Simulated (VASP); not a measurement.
A run of VASP 6.6.1 is set up as follows.

File INCAR:

```
PREC     = Accurate       # precision mode
ENCUT    = 520            # plane-wave cutoff, eV
EDIFF    = 1E-6           # SCF threshold, eV
ISMEAR   = 0              # smearing method
SIGMA    = 0.03           # smearing width, eV
LREAL    = F              # projectors in reciprocal space
LASPH    = T              # aspherical terms in the spheres
NELM     = 100            # most SCF steps
ALGO     = Fast           # electronic algorithm
ISIF     = 2              # what is computed and relaxed
LWAVE    = F              # write WAVECAR
LCHARG   = F              # write CHGCAR
NBANDS   = 26             # bands
```

File KPOINTS:

```
regular mesh
0
Gamma
  12 12 6
```

The input POSCAR:

```
SiGe
1.0
    3.9044512986      0.0000000000      0.0000000000
   -1.9522256493      3.3813540124      0.0000000000
    0.0000000000      0.0000000000      6.4507830000
Si Ge
2 2
Direct
    0.6666666667      0.3333333333      0.8358520148
    0.3333333333      0.6666666667      0.3358520148
    0.6666666667      0.3333333333      0.5003920000
    0.3333333333      0.6666666667      0.0003920000
```

Potentials or basis: VASP PAW LDA potentials, release 64 (Si, Ge_d).

Command:

```console
$ cat potpaw_LDA.64/Si/POTCAR potpaw_LDA.64/Ge_d/POTCAR > POTCAR
$ mpirun -np 1 vasp_std > vasp.out
```

Question: Predict the largest force.

Answer: 3.947 eV/Å.

Question: Predict the pressure.

Answer: 0.2 GPa.

Forces in eV/Å, atoms in the order of the input:
```
Si   0.000  0.000  3.947
Si   0.000  0.000  3.947
Ge   0.000  0.000 -3.947
Ge   0.000  0.000 -3.947
```

Caveat: forces of over 1 eV/Å show positions far from the minimum, so gaps and moduli don't describe the material at rest.
